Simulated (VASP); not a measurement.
All values below come from PBEsol GGA, VASP's PBE PAW potentials (set 64) (plane waves; VASP).

The input files of a VASP run:

INCAR:
```
! general
SYSTEM =RuSb
PREC   =Accurate
ENCUT  =400
LREAL  =.FALSE.
LASPH  =.TRUE.

! electronic loop
EDIFF  =1E-6
NELM   =100
ALGO   =Normal
LMAXMIX=4

! smearing
ISMEAR =1
SIGMA  =0.1

! functional
GGA    =PS

! ions
IBRION =2
NSW    =60
ISIF   =3
EDIFFG =-0.01

! output
LWAVE  =.FALSE.
LCHARG =.FALSE.
```

POSCAR:
```
RuSb
1
    0.0000000000     3.0780000000     3.0780000000
    3.0780000000     0.0000000000     3.0780000000
    3.0780000000     3.0780000000     0.0000000000
Ru Sb
1 1
Direct
  0.0000000000   0.0000000000   0.0000000000
  0.5000000000   0.5000000000   0.5000000000
```

### KPOINTS
```
K-points
0
Gamma
 9 9 9
```

POTCAR, in this order: Ru_pv Sb (PBE.64 set). Program: vasp_std.

Output

### OSZICAR
```
       N       E                     dE             d eps       ncg     rms          rms(c)
DAV:   1     0.698526630358E+02    0.69853E+02   -0.88701E+03  1182   0.998E+02
DAV:   2    -0.976477062497E+01   -0.79617E+02   -0.77441E+02  1120   0.244E+02
DAV:   3    -0.117655037742E+02   -0.20007E+01   -0.19455E+01  1030   0.393E+01
DAV:   4    -0.117990619022E+02   -0.33558E-01   -0.33502E-01  1230   0.533E+00
DAV:   5    -0.117994529212E+02   -0.39102E-03   -0.39099E-03  1064   0.493E-01    0.445E+00
DAV:   6    -0.117933848718E+02    0.60680E-02   -0.16705E+00   930   0.123E+01    0.341E+00
DAV:   7    -0.115973108324E+02    0.19607E+00   -0.56082E-01   915   0.703E+00    0.153E+00
DAV:   8    -0.115812473715E+02    0.16063E-01   -0.93103E-02  1010   0.240E+00    0.274E-01
DAV:   9    -0.115810877432E+02    0.15963E-03   -0.10386E-03   960   0.316E-01    0.194E-01
DAV:  10    -0.115810567954E+02    0.30948E-04   -0.25060E-04  1040   0.178E-01    0.294E-02
DAV:  11    -0.115810596341E+02   -0.28387E-05   -0.59664E-06  1061   0.241E-02    0.665E-03
DAV:  12    -0.115810592707E+02    0.36333E-06   -0.53842E-07   490   0.808E-03
   1 F= -.11581059E+02 E0= -.11577739E+02  d E =-.115811E+02
       N       E                     dE             d eps       ncg     rms          rms(c)
DAV:   1    -0.132381637165E+03   -0.12080E+03   -0.21934E+03   910   0.503E+02    0.145E+02
DAV:   2    -0.190522980363E+02    0.11333E+03   -0.36026E+02   925   0.255E+02    0.385E+01
DAV:   3    -0.147857453950E+02    0.42666E+01   -0.13672E+01  1050   0.390E+01    0.241E+01
DAV:   4    -0.126343406747E+02    0.21514E+01   -0.71031E+00   930   0.238E+01    0.911E+00
DAV:   5    -0.127166381945E+02   -0.82298E-01   -0.21707E-01  1110   0.454E+00    0.569E+00
DAV:   6    -0.127329069716E+02   -0.16269E-01   -0.62379E-02  1045   0.253E+00    0.896E-01
DAV:   7    -0.127313136017E+02    0.15934E-02   -0.54690E-03   995   0.834E-01    0.286E-01
DAV:   8    -0.127312825866E+02    0.31015E-04   -0.15325E-04  1275   0.130E-01    0.195E-01
DAV:   9    -0.127313180813E+02   -0.35495E-04   -0.50878E-05  1065   0.825E-02    0.128E-02
DAV:  10    -0.127313181373E+02   -0.56002E-07   -0.20848E-06   827   0.170E-02
   2 F= -.12731318E+02 E0= -.12731526E+02  d E =-.115026E+01
       N       E                     dE             d eps       ncg     rms          rms(c)
DAV:   1    -0.352464824730E+02   -0.22515E+02   -0.34876E+02   925   0.261E+02    0.518E+01
DAV:   2    -0.183243451786E+02    0.16922E+02   -0.17747E+02   920   0.137E+02    0.232E+01
DAV:   3    -0.139331689309E+02    0.43912E+01   -0.16300E+01   910   0.384E+01    0.197E+01
DAV:   4    -0.139329805870E+02    0.18834E-03   -0.38809E-01   975   0.678E+00    0.157E+01
DAV:   5    -0.138957968666E+02    0.37184E-01   -0.26297E-01   970   0.336E+00    0.485E+00
DAV:   6    -0.139017195060E+02   -0.59226E-02   -0.24267E-02  1075   0.109E+00    0.156E+00
DAV:   7    -0.139032671304E+02   -0.15476E-02   -0.13838E-03  1223   0.256E-01    0.376E-01
DAV:   8    -0.139032837703E+02   -0.16640E-04   -0.16411E-04  1020   0.903E-02    0.728E-02
DAV:   9    -0.139032836431E+02    0.12716E-06   -0.12071E-05  1193   0.350E-02    0.112E-02
DAV:  10    -0.139032835651E+02    0.78034E-07   -0.56606E-07   580   0.820E-03
   3 F= -.13903284E+02 E0= -.13903384E+02  d E =-.232222E+01
       N       E                     dE             d eps       ncg     rms          rms(c)
DAV:   1    -0.139661598809E+02   -0.62876E-01   -0.90384E-01   935   0.124E+01    0.213E+00
DAV:   2    -0.139252973872E+02    0.40862E-01   -0.42495E-01   930   0.721E+00    0.101E+00
DAV:   3    -0.139090796904E+02    0.16218E-01   -0.48331E-02   915   0.246E+00    0.200E-01
DAV:   4    -0.139085217911E+02    0.55790E-03   -0.46557E-03   945   0.510E-01    0.855E-02
DAV:   5    -0.139085166093E+02    0.51819E-05   -0.10229E-04  1010   0.982E-02    0.762E-02
DAV:   6    -0.139085426655E+02   -0.26056E-04   -0.29626E-05  1030   0.430E-02    0.950E-03
DAV:   7    -0.139085417338E+02    0.93174E-06   -0.25690E-06  1032   0.121E-02
   4 F= -.13908542E+02 E0= -.13908708E+02  d E =-.232748E+01
       N       E                     dE             d eps       ncg     rms          rms(c)
DAV:   1    -0.139408742640E+02   -0.32332E-01   -0.50641E-01   935   0.929E+00    0.159E+00
DAV:   2    -0.139177472893E+02    0.23127E-01   -0.23442E-01   930   0.538E+00    0.746E-01
DAV:   3    -0.139090966363E+02    0.86507E-02   -0.25815E-02   915   0.180E+00    0.148E-01
DAV:   4    -0.139087942738E+02    0.30236E-03   -0.25557E-03   945   0.377E-01    0.625E-02
DAV:   5    -0.139087900717E+02    0.42021E-05   -0.57488E-05  1020   0.733E-02    0.562E-02
DAV:   6    -0.139088052220E+02   -0.15150E-04   -0.15740E-05  1050   0.316E-02    0.646E-03
DAV:   7    -0.139088046446E+02    0.57740E-06   -0.16875E-06   841   0.101E-02
   5 F= -.13908805E+02 E0= -.13909016E+02  d E =-.232775E+01
       N       E                     dE             d eps       ncg     rms          rms(c)
DAV:   1    -0.139426877524E+02   -0.33883E-01   -0.53797E-01   935   0.962E+00    0.158E+00
DAV:   2    -0.139184929174E+02    0.24195E-01   -0.25495E-01   930   0.561E+00    0.757E-01
DAV:   3    -0.139087973432E+02    0.96956E-02   -0.28379E-02   915   0.187E+00    0.148E-01
DAV:   4    -0.139084755435E+02    0.32180E-03   -0.24868E-03   955   0.382E-01    0.539E-02
DAV:   5    -0.139084764343E+02   -0.89075E-06   -0.50982E-05  1005   0.707E-02    0.494E-02
DAV:   6    -0.139084853577E+02   -0.89234E-05   -0.15245E-05  1040   0.313E-02    0.444E-03
DAV:   7    -0.139084851157E+02    0.24192E-06   -0.98510E-07   699   0.860E-03
   6 F= -.13908485E+02 E0= -.13908649E+02  d E =0.319529E-03
       N       E                     dE             d eps       ncg     rms          rms(c)
DAV:   1    -0.139211712396E+02   -0.12686E-01   -0.19042E-01   935   0.570E+00    0.968E-01
DAV:   2    -0.139125129815E+02    0.86583E-02   -0.88962E-02   930   0.331E+00    0.458E-01
DAV:   3    -0.139091891169E+02    0.33239E-02   -0.98772E-03   915   0.111E+00    0.895E-02
DAV:   4    -0.139090795562E+02    0.10956E-03   -0.95720E-04   945   0.231E-01    0.373E-02
DAV:   5    -0.139090783492E+02    0.12070E-05   -0.21178E-05  1010   0.445E-02    0.337E-02
DAV:   6    -0.139090848500E+02   -0.65008E-05   -0.57215E-06  1030   0.191E-02    0.358E-03
DAV:   7    -0.139090846588E+02    0.19118E-06   -0.64372E-07   540   0.643E-03
   7 F= -.13909085E+02 E0= -.13909278E+02  d E =-.280014E-03
```

OUTCAR:
```
------------------------ aborting loop because EDIFF is reached ----------------------------------------
  FORCE on cell =-STRESS in cart. coord.  units (eV):
  Direction    XX          YY          ZZ          XY          YZ          ZX
  --------------------------------------------------------------------------------------
  Total        0.0013234      0.0013234      0.0013234      0.0000000     -0.0000000     -0.0000000
  in kB        0.0566363      0.0566363      0.0566363      0.0000000     -0.0000000     -0.0000000
  external PRESSURE =       0.0566363 kB  Pullay stress =       0.0000000 kB
  volume of cell :       37.44
      direct lattice vectors                 reciprocal lattice vectors
    -0.000000000  2.655169274  2.655169274    -0.188311911  0.188311911  0.188311911
     2.655169274 -0.000000000  2.655169274     0.188311911 -0.188311911  0.188311911
     2.655169274  2.655169274  0.000000000     0.188311911  0.188311911 -0.188311911
 POSITION                                       TOTAL-FORCE (eV/Angst)
 -----------------------------------------------------------------------------------
      0.00000      0.00000      0.00000        -0.000000      0.000000     -0.000000
      2.65517      2.65517      2.65517         0.000000     -0.000000      0.000000
 -----------------------------------------------------------------------------------
    total drift:                               -0.000000      0.000000      0.000000
  FREE ENERGIE OF THE ION-ELECTRON SYSTEM (eV)
  ---------------------------------------------------
  free  energy   TOTEN  =       -13.9090846588 eV

  energy  without entropy=      -13.9096637741  energy(sigma->0) =      -13.90927770

 reached required accuracy - stopping structural energy minimisation
```
(Selected blocks of OUTCAR.)

### CONTCAR
```
RuSb
   1.00000000000000
    -0.0000000000000000    2.6551692738960599    2.6551692738960599
     2.6551692738960599   -0.0000000000000000    2.6551692738960599
     2.6551692738960599    2.6551692738960599    0.0000000000000000
  Ru              Sb
     1     1
Direct
     0.0000000000000000    0.0000000000000000    0.0000000000000000
     0.5000000000000000    0.5000000000000000    0.5000000000000000
```

**OUTCAR**
```
 val. band max:       10.5051339110   @ k =  -0.3333   0.4444   0.2222

 cond. band min:      10.5158396067   @ k =   0.3333   0.0000   0.0000


 Fermi energy:        10.5080059562

 k-point     1 :       0.0000    0.0000    0.0000
  band No.  band energies     occupation
      1     -31.4050      2.00000
      2     -31.4050      2.00000
      3     -31.4050      2.00000
      4      -1.8509      2.00000
      5       8.5527      2.00000
      6       8.5527      2.00000
      7       8.5527      2.00000
      8       8.8077      2.00000
      9       8.8077      2.00000
     10      12.4075     -0.00000
     11      12.4075     -0.00000
     12      12.4075     -0.00000
     13      18.3169      0.00000

 k-point     2 :       0.1111    0.0000    0.0000
  band No.  band energies     occupation
      1     -31.4091      2.00000
      2     -31.4048      2.00000
      3     -31.4048      2.00000
      4      -1.6486      2.00000
      5       8.2166      2.00000
      6       8.3305      2.00000
      7       8.3305      2.00000
      8       8.7148      2.00000
      9       8.7148      2.00000
     10      11.7507     -0.00000
     11      12.9962      0.00000
     12      12.9962      0.00000
     13      18.3060      0.00000

 k-point     3 :       0.2222    0.0000    0.0000
  band No.  band energies     occupation
      1     -31.4195      2.00000
      2     -31.4044      2.00000
      3     -31.4044      2.00000
      4      -1.0607      2.00000
      5       7.1283      2.00000
      6       7.5896      2.00000
      7       7.5896      2.00000
      8       8.9784      2.00000
      9       8.9784      2.00000
     10      10.8832     -0.00000
     11      14.2160      0.00000
     12      14.2160      0.00000
     13      17.4239      0.00000

 k-point     4 :       0.3333    0.0000    0.0000
  band No.  band energies     occupation
      1     -31.4312      2.00000
      2     -31.4040      2.00000
      3     -31.4040      2.00000
...
```

Energy and stress use the plane-wave basis of the starting cell. Unless said otherwise, spin-orbit coupling is left out, though it shifts the bands of the heavy elements here.

The structure was generated: RuSb was put into the rock salt type (Fm-3m), which need not be its known phase. This run relaxes it. Symmetry was kept, so distortions that lower it aren't found. The electron count is odd and the run is not spin-polarised, which forces a metal.
